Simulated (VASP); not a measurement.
An input for Ansatz (written as the equivalent of a VASP run, and not itself run):

Ansatz 0.2 input:
```yaml
crystal:
  lattice:
    - [-1.2599210, 1.2599210, 1.2599210]
    - [1.2599210, -1.2599210, 1.2599210]
    - [1.2599210, 1.2599210, -1.2599210]
  atoms:
    - { symbol: O, position: [0.0000000, 0.0000000, 0.0000000] }
kpoints:
  mp_grid: { grid: [13, 13, 13] }
hamiltonian:
  xc: r2scan
  pseudopotentials: { kind: paw }
scf:
  occupations: { method: gaussian, width: 0.05 }
  max_iter: 100
relax:
  max_steps: 60
  f_tol: 0.01
  cell: {}
output: { forces: true, stress: true, eigenvalues: true }
```

Write the VASP files for the same calculation (r2SCAN).

One answer among several that fit: 
File POSCAR:
```
O
1
   -1.2599210000     1.2599210000     1.2599210000
    1.2599210000    -1.2599210000     1.2599210000
    1.2599210000     1.2599210000    -1.2599210000
O
1
Direct
  0.0000000000   0.0000000000   0.0000000000
```

**INCAR**
```
LREAL=.FALSE.   # projection in real space or not
ALGO=Normal   # blocked Davidson
NELM=100
PREC=Accurate
LASPH=.TRUE.   # aspherical one-centre terms
EDIFF=1E-6   # SCF stop (eV)
LCHARG=.FALSE.
ENCUT=520
SYSTEM=O
ISIF=3   # ions, shape and volume
SIGMA=0.05   # width (eV)
EDIFFG=-0.01
IBRION=2   # conjugate gradients
NSW=60   # most ionic steps
LMIXTAU=.TRUE.
ISMEAR=0
LWAVE=.FALSE.
METAGGA=R2SCAN
```

KPOINTS:
```
K-points
0
gamma
13 13 13
```

POTCAR, in this order: O (PBE.64 set). Program: vasp_std.

What does not carry over: each code has its own PAW files, so the cut-off isn't converted (ENCUT is set for VASP's; basis.ecutwfc is left out, and Ansatz then takes the one that its files recommend); Ansatz stops its SCF on the density residual and VASP on the energy change (EDIFF).

The structure was generated: O was put into the bcc type (Im-3m), which need not be its known phase. This run relaxes it. Symmetry was kept, so distortions that lower it aren't found.
